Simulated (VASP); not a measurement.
Here is the system:

```
CELL_PARAMETERS angstrom
      1.71307    -2.96713     0.00000
      1.71307     2.96713     0.00000
      0.00000     0.00000     5.43290
ATOMIC_POSITIONS crystal
  Lu 0.33333 0.66667 0.25000
  Lu 0.66667 0.33333 0.75000
```

Calculation: PBE GGA, VASP's PBE PAW potentials (set 64) (plane waves; VASP). Run with 300 eV cut-off, 10×10×6 Γ-centred mesh, Fermi-Dirac smearing of 0.10 eV, potentials Lu_3.

Question: Give the energies of bands 7 to 12 at the high-symmetry points, in eV from the Fermi level.

Answer: 
| band | Γ | M | K | A | L | H |
|---|---|---|---|---|---|---|
| 7 | -6.19 | -2.37 | -0.92 | -4.47 | -2.20 | -0.63 |
| 8 | -2.54 | -1.48 | -0.92 | -4.47 | -2.20 | -0.63 |
| 9 | 0.76 | -0.95 | -0.77 | 1.17 | 0.10 | -0.48 |
| 10 | 2.29 | -0.23 | -0.58 | 1.17 | 0.10 | -0.48 |
| 11 | 2.29 | 1.65 | 1.33 | 2.22 | 1.49 | 0.46 |
| 12 | 2.58 | 2.00 | 1.33 | 2.22 | 1.49 | 0.46 |

It has no gap at this level: it comes out as a metal or semimetal.

The structure is a typed Lu crystal (P6_3/mmc). The cell was not relaxed at this level.
